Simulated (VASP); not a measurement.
Data:

```
MnS
1.0
    0.00000     2.60724     2.60724
    2.60724     0.00000     2.60724
    2.60724     2.60724     0.00000
Mn S
1 1
Direct
  0.00000   0.00000   0.00000
  0.50000   0.50000   0.50000
```
Starting moments (μB, in the order of the record's atoms Mn S): 4.5 0.1.

All values below come from r2SCAN meta-GGA, VASP's PBE PAW potentials (set 64) (plane waves; VASP 6.6.1). Numerical set-up: 400 eV cut-off, 14×14×14 Γ-centred mesh, tetrahedra with Blöchl corrections, potentials Mn_pv S.

The moments were started parallel, and other spin orders were not tried in this run.

Give the spin-up energies of bands 5 to 14 at the high-symmetry points, in eV from the Fermi level.

```
band      Γ      X      U      L      W
----  -----  -----  -----  -----  -----
5     -4.01  -6.11  -5.84  -7.32  -5.56
6     -4.01  -4.46  -5.78  -5.38  -5.56
7     -4.01  -3.72  -4.92  -5.38  -5.49
8     -3.94  -3.65  -3.69  -3.55  -3.43
9     -3.94  -3.65  -3.50  -3.55  -3.25
10    -2.00  -3.43  -3.19  -3.11  -3.25
11    -2.00  -3.43  -2.81   0.06  -3.10
12    -2.00  -2.92  -1.78   0.06  -2.49
13     2.11   1.01   2.69   3.17   4.27
14     8.85   5.58   6.47   5.69   7.08
```

Give the spin-down energies of bands 5 to 14 at the high-symmetry points, in eV from the Fermi level.

```csv
band,Γ,X,U,L,W
5,-1.66,-5.71,-5.28,-6.49,-4.85
6,-1.66,-3.26,-4.84,-3.30,-4.85
7,-1.66,-3.26,-3.37,-3.30,-4.18
8,1.17,-0.10,1.07,2.30,1.92
9,1.17,1.67,2.41,2.30,1.92
10,1.17,2.48,2.42,2.48,2.04
11,1.17,2.57,2.54,3.94,2.45
12,1.17,2.57,2.55,4.14,2.58
13,3.68,3.18,4.78,4.14,6.57
14,10.28,7.85,7.98,6.74,8.44
```

It has no gap at this level: it comes out as a metal or semimetal.

The structure comes from a measured MnS entry (Fm-3m) of the Crystallography Open Database, whose conditions weren't checked. It was relaxed first.
